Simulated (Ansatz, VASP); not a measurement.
**Sr2SO in VASP and in Ansatz**

Contents of INCAR:

```
SYSTEM = Sr2SO
ALGO = Normal
EDIFF = 1E-6
ENCUT = 520
GGA = CA
ISIF = 2
ISMEAR = 0
LASPH = .True.
LCHARG = .True.
LELF = .True.
LREAL = .False.
LVHAR = .True.
LWAVE = .False.
NBANDS = 24
NELM = 60
PREC = Accurate
SIGMA = 0.05
```

File KPOINTS:

```
k-points
0
Gamma
  8 8 6
  0 0 0
```

POSCAR

```
Sr2SO
1.0
    3.8410751500      0.0000000000      0.0000000000
    0.0000000000      3.8410751500      0.0000000000
    0.0000000000      0.0000000000      5.7180000000
Sr S O
2 1 1
Direct
    0.0000000000      0.0000000000      0.0000000000
    0.5000000000      0.5000000000      0.5000000000
    0.0000000000      0.0000000000      0.5000000000
    0.5000000000      0.5000000000      0.0000000000
```

Input for Ansatz:

```yaml
crystal:
  lattice:
    - [3.84107515, 0.0, 0.0]
    - [0.0, 3.84107515, 0.0]
    - [0.0, 0.0, 5.718]
  atoms:
    - { symbol: Sr, position: [0.0, 0.0, 0.0] }
    - { symbol: Sr, position: [0.5, 0.5, 0.5] }
    - { symbol: S, position: [0.0, 0.0, 0.5] }
    - { symbol: O, position: [0.5, 0.5, 0.0] }
basis:
  ecutwfc: 420
kpoints:
  mp_grid: { grid: [8, 8, 6] }
hamiltonian:
  xc: lda
scf:
  occupations: { method: gaussian, width: 0.05 }
output:
  forces: true
  stress: true
  eigenvalues: true
  write_density: true
  write_potential: true
  elf: true
  volumetric_format: npy
```

Change from the starting cell: strain -0.050 along x and y, +0.000 along z, atoms carried along.

Alike in both runs: task single point; functional LDA; k mesh 8 × 8 × 6; occupations gaussian, width 0.05 eV; no spin polarisation.

```csv
,VASP,Ansatz
version,VASP 6.6.1,Ansatz 0.2.0
potentials or method,"VASP PAW LDA potentials, release 64 (Sr_sv, S, O)","scalar-relativistic, plane waves, PAW"
plane-wave cutoff (eV),520,420
valence electrons in the cell,32,32
```

|  | VASP | Ansatz | Ansatz less VASP |
| --- | --- | --- | --- |
| gap on the k mesh at the Fermi level (eV) | 1.95 | 1.98 | +0.038 |
| least direct gap on the mesh (eV) | 1.95 | 1.98 | +0.038 |
| pressure (GPa) | 2.5 | 2.0 | -0.42 |
| largest component of the traceless stress (GPa) | 4.58 | 4.44 | -0.135 |

A k mesh can miss the band edges.
